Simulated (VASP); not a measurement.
Wanted: the native input for a VASP 6.6.1 run.

```yaml
Task: relaxation of cell and atoms
Functional: LDA
Potentials_or_basis: VASP PAW LDA potentials, release 64 (Al, Cl)
Cutoff: 600 eV
k_mesh: 8 × 8 × 8
Occupations: fermi-dirac, width 0.05 eV
Spin: no spin polarisation
Further_INCAR_settings: ALGO = Normal; EDIFF = 1e-06; IBRION = 2; EDIFFG = -0.005; NSW = 40; ISIF = 3
```

The structure of AlCl lies in POSCAR:

```
AlCl
1.0
    0.0000000000      2.8486347600      2.8486347600
    2.8486347600      0.0000000000      2.8486347600
    2.8486347600      2.8486347600      0.0000000000
Al Cl
1 1
Direct
    0.5000000000      0.5000000000      0.5000000000
    0.0000000000      0.0000000000      0.0000000000
```

The cell was built by a generator and needn't be a form met in nature.

The input as run:

INCAR

```
PREC = Accurate
ENCUT = 600
EDIFF = 1E-6
ISMEAR = -1
SIGMA = 0.05
LREAL = False
LASPH = True
NELM = 80
ALGO = Normal
ISIF = 3
LWAVE = False
LCHARG = False
IBRION = 2
NSW = 40
EDIFFG = -0.005
```

KPOINTS

```
Automatic mesh
0
Gamma
  8 8 8
```

Potentials or basis: VASP PAW LDA potentials, release 64 (Al, Cl).

Command:

```sh
$ cat potpaw_LDA.64/Al/POTCAR potpaw_LDA.64/Cl/POTCAR > POTCAR
$ mpirun -np 1 vasp_std > vasp.out
```

Results of the run:

* Relaxed volume: 24.96 Å³/atom
* Relaxed cell: a = 4.133 Å, b = 4.133 Å, c = 4.133 Å, α = 60.00°, β = 60.00°, γ = 60.00°
* Space group after relaxing (to 0.05 Å): Fm-3m (No. 225)
* Energy gained by relaxing: 12.8 meV/atom
* Ionic steps: 4
* Pressure after relaxing: 0.0 GPa
* Band gap on the k mesh: 0.16 eV, direct

Run time: 8.3 s on 1 thread of Intel(R) Xeon(R) 6975P-C (Granite Rapids), on a shared host, peak memory 0.15 GiB.
